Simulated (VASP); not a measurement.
InAs:

```
In As
1.0
     0.00000    3.05362    3.05362
     3.05362    0.00000    3.05362
     3.05362    3.05362    0.00000
In As
1 1
Direct
  0.00000 0.00000 0.00000
  0.25000 0.25000 0.25000
```

```yaml
Program: VASP 6.6.1
Task: relaxation of cell and atoms
Functional: PBE
Potentials_or_basis: VASP PAW PBE potentials, release 64 (In_d, As)
Cutoff: 600 eV
k_mesh: 12 × 12 × 12
Occupations: gaussian, width 0.1 eV
Spin: no spin polarisation
```

At the start: pressure 2.1 GPa; volume 28.47 Å³/atom.

Question: Where does the relaxation end?

Answer: Over 3 steps the energy falls by 7.4 meV/atom and the volume is 29.63 Å³/atom (+4.0 %); space group F-43m (No. 216, to 0.05 Å).

The path:
```csv
step,energy change (eV),largest force (eV/Å),pressure (GPa),volume (Å³)
1,0.0000,0.0000,2.13,56.95
2,-0.0129,0.0000,-0.70,60.13
3,-0.0148,0.0000,0.02,59.25
```

Final structure:
```yaml
crystal:
  lattice:
    - [0.00000, 3.09430, 3.09430]
    - [3.09430, 0.00000, 3.09430]
    - [3.09430, 3.09430, 0.00000]
  atoms:
    - { symbol: In, position: [0.00000, 0.00000, 0.00000] }
    - { symbol: As, position: [0.25000, 0.25000, 0.25000] }
```
